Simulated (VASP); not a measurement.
Given:

```xyz
72
Lattice="11.5659 0.0000 0.0000 0.0000 11.5659 0.0000 0.0000 0.0000 9.9706" Properties=species:S:1:pos:R:3 pbc="T T T"
Sn     0.0000     1.9277     1.1605
Sn     1.9277     0.0000     3.8249
Sn     0.0000     1.9277     6.1458
Sn     1.9277     0.0000     8.8102
Sn     0.0000     5.7830     1.1605
Sn     1.9277     3.8553     3.8249
Sn     0.0000     5.7830     6.1458
Sn     1.9277     3.8553     8.8102
Sn     0.0000     9.6383     1.1605
Sn     1.9277     7.7106     3.8249
Sn     0.0000     9.6383     6.1458
Sn     1.9277     7.7106     8.8102
Sn     3.8553     1.9277     1.1605
Sn     5.7830     0.0000     3.8249
Sn     3.8553     1.9277     6.1458
Sn     5.7830     0.0000     8.8102
Sn     3.8553     5.7830     1.1605
Sn     5.7830     3.8553     3.8249
Sn     3.8553     5.7830     6.1458
Sn     5.7830     3.8553     8.8102
Sn     3.8553     9.6383     1.1605
Sn     5.7830     7.7106     3.8249
Sn     3.8553     9.6383     6.1458
Sn     5.7830     7.7106     8.8102
Sn     7.7106     1.9277     1.1605
Sn     9.6383     0.0000     3.8249
Sn     7.7106     1.9277     6.1458
Sn     9.6383     0.0000     8.8102
Sn     7.7106     5.7830     1.1605
Sn     9.6383     3.8553     3.8249
Sn     7.7106     5.7830     6.1458
Sn     9.6383     3.8553     8.8102
Sn     7.7106     9.6383     1.1605
Sn     9.6383     7.7106     3.8249
Sn     7.7106     9.6383     6.1458
Sn     9.6383     7.7106     8.8102
O      1.9277     1.9277     0.0000
O      0.0000     0.0000     0.0000
O      1.9277     1.9277     4.9853
O      0.0000     0.0000     4.9853
O      1.9277     5.7830     0.0000
O      0.0000     3.8553     0.0000
O      1.9277     5.7830     4.9853
O      0.0000     3.8553     4.9853
O      1.9277     9.6383     0.0000
O      0.0000     7.7106     0.0000
O      1.9277     9.6383     4.9853
O      0.0000     7.7106     4.9853
O      5.7830     1.9277     0.0000
O      3.8553     0.0000     0.0000
O      5.7830     1.9277     4.9853
O      3.8553     0.0000     4.9853
O      5.7830     5.7830     0.0000
O      3.8553     3.8553     0.0000
O      5.7830     5.7830     4.9853
O      3.8553     3.8553     4.9853
O      5.7830     9.6383     0.0000
O      3.8553     7.7106     0.0000
O      5.7830     9.6383     4.9853
O      3.8553     7.7106     4.9853
O      9.6383     1.9277     0.0000
O      7.7106     0.0000     0.0000
O      9.6383     1.9277     4.9853
O      7.7106     0.0000     4.9853
O      9.6383     5.7830     0.0000
O      7.7106     3.8553     0.0000
O      9.6383     5.7830     4.9853
O      7.7106     3.8553     4.9853
O      9.6383     9.6383     0.0000
O      7.7106     7.7106     0.0000
O      9.6383     9.6383     4.9853
O      7.7106     7.7106     4.9853
```

Method: PBE GGA, VASP's PBE PAW potentials (set 64) (plane waves; VASP 6.6.1). Run with PREC = Normal, LREAL = Auto, 400 eV cut-off, 1×1×1 Γ-centred mesh, Gaussian smearing of 0.050 eV, potentials Sn O.

At this cut-off the stress carries a Pulay error, which pulls relaxed volumes low. The supercell is sampled at Γ alone, which is coarse: total energies, pressure and levels can be off, energies of defects by several tenths of an eV.

Problem. Give the stress tensor in GPa (positive for a compressed cell).

Solution. 
```
-2.30   0.00   0.00
 0.00  -2.30   0.00
 0.00   0.00  -3.04
```
The pressure is its mean diagonal, -2.54 GPa.

The cell is a supercell, built from a database entry that may be metastable or hypothetical.
